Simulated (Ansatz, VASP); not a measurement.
**ZrGe: VASP beside Ansatz**

Aim: how closely do two programs agree when they are given the same cell, functional and k mesh? The cell is generated by rule, not measured, and may not be a known phase. The cell is taken from a series of runs on this material, whose earlier steps may have relaxed, scaled, displaced or heated it; both programs get it as it stands.

Calculated with Ansatz 0.2.0; plane waves, with VASP 6.6.1 beside it; single point at PBEsol.

The structure was built from a prototype and need not be the compound's stable phase.

## 1. Set-up

Symmetry: Fm-3m, No. 225, cubic system. Conventional cell: a = 5.440 Å, b = 5.440 Å, c = 5.440 Å, α = 90.00°, β = 90.00°, γ = 90.00°. Nearest to Zr lie 6 Ge at 2.72 Å. Nearest to Ge lie 6 Zr at 2.72 Å. Farther neighbours are not listed.

## 2. VASP: single point, PBEsol

With cell and atoms fixed, the geometry can't cause a difference; cores, projectors, grids and the points listed under the comparison can.

Lines of VASP's logs that name or quote its potential files are left out, and so is its time.

Contents of INCAR:

```
SYSTEM = ZrGe
PREC = Accurate
ENCUT = 500
EDIFF = 1E-06
NELM = 120
ISMEAR = 0
SIGMA = 0.1
LREAL = .FALSE.
ALGO = Normal
GGA = PS
NBANDS = 19
LASPH = .TRUE.
LORBIT = 11
LWAVE = .FALSE.
LCHARG = .FALSE.
ISIF = 2
GGA_COMPAT = .FALSE.
```

Contents of POSCAR:

```
ZrGe
1.0
    0.0000000000      2.7200000000      2.7200000000
    2.7200000000      0.0000000000      2.7200000000
    2.7200000000      2.7200000000      0.0000000000
Zr Ge
1 1
Direct
    0.0000000000      0.0000000000      0.0000000000
    0.5000000000      0.5000000000      0.5000000000
```

Contents of KPOINTS:

```
Automatic mesh
0
Gamma
6 6 6
0 0 0
```

PAW data sets: Zr_sv and Ge_d (PBE family, release 64).

Command:

```console
> mpirun -np 1 vasp_std
```

Numbers of over 12 decimals in the logs are rounded to 6 here.

Output:

```text
[banner, memory and clock lines left out]
running    1 mpi-ranks, on    1 nodes
 distrk:  each k-point on    1 cores,    1 groups
 distr:  one band on    1 cores,    1 groups

 POSCAR found type information on POSCAR ZrGe
 POSCAR found :  2 types and       2 ions
|                                                                             |
|               ----> ADVICE to this user running VASP <----                  |
|                                                                             |
|     You enforced a specific xc type in the INCAR file but a different       |
|     [... a line on the potential file left out ...]
|     I HOPE YOU KNOW WHAT YOU ARE DOING!                                     |
|                                                                             |

 LDA part: xc-table for (Slater+PW92), standard interpolation
 POSCAR, INCAR and KPOINTS ok, starting setup
 FFT: planning ... GRIDC
 FFT: planning ... GRID_SOFT
 FFT: planning ... GRID
 WAVECAR not read
 entering main loop
       N       E                     dE             d eps       ncg     rms          rms(c)
DAV:   1     0.233624078934E+03    0.23362E+03   -0.13900E+04   711   0.311E+03
DAV:   2     0.933544019792E+01   -0.22429E+03   -0.21780E+03   633   0.640E+02
DAV:   3    -0.155474726949E+02   -0.24883E+02   -0.24528E+02   686   0.138E+02
DAV:   4    -0.167425888240E+02   -0.11951E+01   -0.11902E+01   952   0.287E+01
DAV:   5    -0.167673925484E+02   -0.24804E-01   -0.24799E-01   721   0.335E+00    0.138E+01
DAV:   6    -0.156742021784E+02    0.10932E+01   -0.26234E+00   996   0.354E+01    0.473E+00
DAV:   7    -0.156276414725E+02    0.46561E-01   -0.29365E-01   816   0.512E+00    0.167E+00
DAV:   8    -0.156241230765E+02    0.35184E-02   -0.21866E-02   756   0.240E+00    0.279E-01
DAV:   9    -0.156238235609E+02    0.29952E-03   -0.27261E-03   848   0.822E-01    0.715E-02
DAV:  10    -0.156238163696E+02    0.71914E-05   -0.25408E-04   718   0.189E-01    0.165E-02
DAV:  11    -0.156238141515E+02    0.22180E-05   -0.18122E-05   891   0.530E-02    0.691E-03
DAV:  12    -0.156238136827E+02    0.46878E-06   -0.49967E-07   409   0.961E-03
   1 F= -.15623814E+02 E0= -.15621668E+02  d E =-.429118E-02
```

From OUTCAR (step 2):

```text
ion  position               nearest neighbor table
   1  0.000  0.000  0.000-   2 2.72   2 2.72   2 2.72   2 2.72   2 2.72   2 2.72
   2  0.500  0.500  0.500-   1 2.72   1 2.72   1 2.72   1 2.72   1 2.72   1 2.72

  LATTYP: Found a face centered cubic cell.
 ALAT       =     5.4400000000

 Subroutine GETGRP returns: Found 48 space group operations
 (whereof 48 operations were pure point group operations)

The static configuration has the point symmetry O_h .

 Found     16 irreducible k-points:

   k-points           NKPTS =     16   k-points in BZ     NKDIM =     16   number of bands    NBANDS=     19

   dimension x,y,z NGX =    28 NGY =   28 NGZ =   28
   dimension x,y,z NGXF=    56 NGYF=   56 NGZF=   56

   ENCUT  =  500.0 eV  36.75 Ry    6.06 a.u.   7.01  7.01  7.01*2*pi/ulx,y,z

   NELECT =      26.0000    total number of electrons

 k-points in reciprocal lattice and weights: Automatic mesh
   0.00000000  0.00000000  0.00000000       0.005
   0.16666667  0.00000000  0.00000000       0.037
   0.33333333  0.00000000  0.00000000       0.037
   0.50000000  0.00000000  0.00000000       0.019
   0.16666667  0.16666667  0.00000000       0.028
   0.33333333  0.16666667  0.00000000       0.111
   0.50000000  0.16666667  0.00000000       0.111
  -0.33333333  0.16666667  0.00000000       0.111
  -0.16666667  0.16666667  0.00000000       0.056
[...]
-0.33333333  0.33333333  0.16666667       0.111
  -0.33333333  0.50000000  0.16666667       0.056

 average (electrostatic) potential at core
       1 -75.5680       2 -70.0628

 E-fermi :   7.9743

 k-point     1 :       0.0000    0.0000    0.0000
  band No.  band energies     occupation
    ...
      6     -15.7213      2.00000
      7     -15.6787      2.00000
      8     -15.6787      2.00000
      9     -15.6787      2.00000
     10      -2.2639      2.00000
     11       8.2154      0.00065
     12       8.2154      0.00065
     13       8.2154      0.00065
     14       9.0393      0.00000
     15       9.0393      0.00000
    ...

 k-point     2 :       0.1667    0.0000    0.0000
  band No.  band energies     occupation
    ...
      9     -15.6761      2.00000
     10      -1.8148      2.00000
     11       6.8808      2.00000
     12       7.4686      2.00000
     13       7.4686      2.00000
     14       8.7668      0.00000
     15       8.7668      0.00000
     16      10.1337      0.00000
     17      12.4048      0.00000
     18      12.4048      0.00000
    ...

 k-point     3 :       0.3333    0.0000    0.0000
  band No.  band energies     occupation
    ...
      9     -15.6699      2.00000
     10      -0.6358      2.00000
     11       4.5367      2.00000
     12       6.2735      2.00000
     13       6.2735      2.00000
     14       9.7325      0.00000
     15       9.7325      0.00000
     16      10.4265      0.00000
     17      14.4912      0.00000
     18      15.0831      0.00000
    ...

  Total       -0.4409058     -0.4409058     -0.4409058      0.0000000      0.0000000     -0.0000000
  in kB      -17.5517215    -17.5517215    -17.5517215      0.0000000      0.0000000     -0.0000000
  external PRESSURE =     -17.5517215 kB  Pullay stress =       0.0000000 kB

  energy-cutoff  :      500.00
  volume of cell :       40.25
      direct lattice vectors                 reciprocal lattice vectors
     0.000000000  2.720000000  2.720000000    -0.183823529  0.183823529  0.183823529
     2.720000000  0.000000000  2.720000000     0.183823529 -0.183823529  0.183823529
     2.720000000  2.720000000  0.000000000     0.183823529  0.183823529 -0.183823529

 POSITION                                       TOTAL-FORCE (eV/Angst)
 -----------------------------------------------------------------------------------
      0.00000      0.00000      0.00000         0.000000      0.000000      0.000000
      2.72000      2.72000      2.72000        -0.000000     -0.000000     -0.000000
 -----------------------------------------------------------------------------------
    total drift:                                0.000000      0.000000      0.000000

  FREE ENERGIE OF THE ION-ELECTRON SYSTEM (eV)
  ---------------------------------------------------
  free  energy   TOTEN  =       -15.6238136827 eV

  energy  without entropy=      -15.6195225055  energy(sigma->0) =      -15.62166809

 total charge
# of ion       s       p       d       tot
------------------------------------------
    1        2.149   5.973   1.675   9.797
    2        1.154   1.390  10.005  12.549
--------------------------------------------------
tot          3.303   7.363  11.681  22.346

[... 3 further parts left out ...]
```

The run ends at a pressure of -1.76 GPa.

## 3. Ansatz: single point, PBEsol

Ansatz runs on its default PAW (the set named soft_2) files.

The same cell, functional, mesh and smearing now go to Ansatz, which takes its cutoff from its data sets.

Contents of input.yaml:

```yaml
crystal:
  lattice:
    - [0.0, 2.72, 2.72]
    - [2.72, 0.0, 2.72]
    - [2.72, 2.72, 0.0]
  atoms:
    - { symbol: Zr, position: [0.0, 0.0, 0.0] }
    - { symbol: Ge, position: [0.5, 0.5, 0.5] }
kpoints:
  mp_grid: { grid: [6, 6, 6] }
hamiltonian:
  xc: pbesol
scf:
  occupations: { method: gaussian, width: 0.1 }
output:
  forces: true
  stress: true
  eigenvalues: true
```

Command:

```console
> ansatz run input.yaml --threads 8 --pin off --max-ram 14336MiB --backend cpu --events-out ev --progress --plain --runs-dir out
```

Output:

```text
Engine: ansatz 0.2.0, x86_64-unknown-linux-gnu
Pseudopotentials: kind: paw
Pseudopotential: Zr, paw, valence charge 12, recommended cutoff 420 eV (normal), Zr.paw.azcp
Pseudopotential: Ge, paw, valence charge 14, recommended cutoff 420 eV (normal), Ge.paw.azcp
Functional definition: PBEsol
  exchange = pbesol_x
  correlation = pbesol_c
Crystal: 2 atoms, lattice volume = 40.247 Å³
Basis set: ecut = 420 eV, 749 PW (Γ), exchange–correlation on 54×54×54 points (8 copies of the dense FFT grid, shifted against one another)
Bands: 17, of which v1, the nominal top of the filled ones, is band 13 counted from 1 (12 counted from 0)
Symmetry: 48 space group operations
Space group: Fm-3m (ITA 225), of the structure as read, at distance tolerance 3.4e-5 Å
k-points: 16 of 216
Non-local potential: Zr, projectors of the file, l = 0: 3, l = 1: 2, l = 2: 2, l = 3: 2
Non-local potential: Ge, projectors of the file, l = 0: 2, l = 1: 2, l = 2: 3, l = 3: 1
PAW form: soft (Blöchl's): semilocal exchange-correlation on the pseudo side does not see the compensation charge
PAW frozen core: Zr, regenerated for the run's functional, and the local potential with it (the file was generated under x = pbe(κ = 0.804, μ = 0.219515), c = pbe(β = 0.066725))
PAW frozen core: Ge, regenerated for the run's functional, and the local potential with it (the file was generated under x = pbe(κ = 0.804, μ = 0.219515), c = pbe(β = 0.066725))
PAW one-centre angular grid: Zr, 590 points (default); XC on 64 Gauss nodes
PAW one-centre angular grid: Ge, 590 points (default); XC on 64 Gauss nodes
Initial density: superposition of atomic densities (neutral atoms: chi_scale 0, normalization atom), corrected by the library's trained network
Initial wavefunctions: pseudopotential atomic-orbital guess
Functional: x = pbesol(κ = 0.804, μ = 0.123457), c = pbesol(β = 0.046)
SCF iter   1: F=—  HF=-8383.745686 eV  |F-HF|=—  |Δ(HF+E_count)|=         —  Δρ=3.06e-3  dr2=2.95e-3  ethr=1.77e-3  ⟨swp⟩=4.9  Hψ=1147  notcnv=0
preconditioner: auto → none  [insulator: Δε(μ)=0.276 eV  Ē_g=20.630 eV  σ=0.100 eV  W_gap=0.60  n_scr=14 (ndim 8)  ℏωp=28.7 eV  f_vac=0.000  D(μ)=0.88/eV (n_scr^D=0)  ε∞_Penn≈2.9]
SCF iter   2: F=—  HF=-8383.744809 eV  |F-HF|=—  |Δ(HF+E_count)|=   8.77e-4  Δρ=1.41e-3  dr2=4.79e-4  ethr=1.13e-5  ⟨swp⟩=2.9  Hψ=576  notcnv=0
SCF iter   3: F=—  HF=-8383.744735 eV  |F-HF|=—  |Δ(HF+E_count)|=   7.43e-5  Δρ=2.44e-4  dr2=1.23e-5  ethr=1.84e-6  ⟨swp⟩=2.0  Hψ=332  notcnv=0
SCF iter   4: F=—  HF=-8383.744727 eV  |F-HF|=—  |Δ(HF+E_count)|=   7.92e-6  Δρ=8.93e-5  dr2=9.51e-7  ethr=4.71e-8  ⟨swp⟩=2.0  Hψ=425  notcnv=0
iter 5 did not close the SCF: its close was put off for the readings that it lacked (scf_convergence_deferred on its scf_iter line)
SCF iter   5: F=-8383.744727 eV  HF=-8383.744727 eV  |F-HF|=1.82e-8  |Δ(HF+E_count)|=   5.95e-8  Δρ=1.83e-5  dr2=6.35e-8  ethr=3.66e-9  ⟨swp⟩=2.0  Hψ=372  notcnv=0
SCF iter   6: F=-8383.744727 eV  HF=-8383.744727 eV  |F-HF|=6.84e-10  |Δ(HF+E_count)|=   1.01e-9  Δρ=2.76e-6  dr2=1.89e-9  ethr=2.44e-10  ⟨swp⟩=2.1  Hψ=968  notcnv=0
SCF 1 converged in 6 iterations: F = -8383.744727 eV  dr2 = 1.89e-9
  greatest PAW one-centre occupation: 0.998 electrons in one spin orbital (limit 2), on the Ge atom at site 1 (counted from 0), in its partial waves of l = 2
SCF converged after 6 iterations
Free energy (F): -8383.744727 eV
Harris-Foulkes:  -8383.744727 eV  (|F-HF|=6.84e-10)
Internal energy: -8383.740450 eV  (E = F + TS)
E sigma→0 (E₀):  -8383.742588 eV
Entropy (-TS):   -0.004276 eV (-2.138 meV/atom)
Fermi energy:    12.864386 eV
--- Per-component energies (eV) ---
  E_band       = -191.504764
  E_kinetic    = 445.891369
  E_local      = -2849.772327  (includes V_loc(G=0)·N_el)
  E_nonlocal   = 501.252335
  E_hartree    = 1181.030715
  E_xc         = -236.846720
  E_vxc        = -256.923060  (∫ρ·V_xc dr)
  E_paw        = -4878.644019  (= ΣΔE_a)
  E_vpaw       = -394.013716  (= ΣTr[D̂ρ^β])
  E_aug_tail   = 0.000371  (compensation charges beyond the density's cutoff)
  E_ewald      = -2547.735832
  E_core_change = 1.083657  (= ΣΔE_core)
  E_smearing   = -0.004276  (= −TS)
  E_closure    = -0.000000  (closes the sum)
  Σ components = -8383.744727   (vs F -8383.744727, Δ=0.00e0)
--- Forces (eV/Å), atoms counted from 1 ---
  atom   1  Zr    -0.00000000     0.00000000    -0.00000000
  atom   2  Ge     0.00000000    -0.00000000    -0.00000000
  max |Σ_I F_I| component: 1.77e-29 eV/Å
--- Stress (GPa, compression-positive) ---
       -1.899302      -0.000000      -0.000000
       -0.000000      -1.899302      -0.000000
       -0.000000       0.000000      -1.899302
  P = ⅓ Tr σ = -1.8993 GPa (-18.993 kbar)
--- Band table (eV; the first three rows and the last of 16) ---
  k-point 0: bands = [... 9 lower, 2.6243, 13.1033, 13.1033, 13.1033, 13.9256, 13.9256, 15.3090, 15.3090]
  k-point 1: bands = [... 9 lower, 3.0740, 11.7705, 12.3582, 12.3582, 13.6545, 13.6545, 15.0225, 17.2915]
  k-point 2: bands = [... 9 lower, 4.2545, 9.4268, 11.1640, 11.1640, 14.6200, 14.6200, 15.3140, 19.3755]
  k-point 15: bands = [... 9 lower, 4.7325, 10.1914, 10.6243, 11.1240, 14.4826, 15.8165, 15.9761, 16.0195]
```

The run ends at a pressure of -1.90 GPa.

## 4. Side by side

Known differences besides the potentials themselves: the cutoff is 420 eV in Ansatz and 500 eV in VASP; Ansatz makes its cores anew for this functional, VASP keeps those of its PBE data sets. Total energies have different zeros and are not compared.

Compared:

```tsv
quantity	Ansatz	VASP	difference
pressure (GPa)	-1.90	-1.76	-0.14
```

## 5. Summary of results

| Property | Result |
| --- | --- |
| difference in pressure (single point, PBEsol) | -0.14 GPa |

**Reading.** The difference in pressure is -0.14 GPa (single point, PBEsol), within the 1 GPa picked in this series as the mark of a large difference. How closely two codes agree says nothing of how well the functional describes the real material.

[Lines on the potential files, build, host, timing and source positions are cut from VASP's logs without a mark.]

[Logs are printed without paths, hosts, clocks, repeated set-up lines and the standing remarks that a program may print on its own settings, such as how far it seeks lower states.]

[Hosts, paths, dates, database ids (printed as entryN), source tags and the programs' standing remarks are cut or masked in the printed files.]
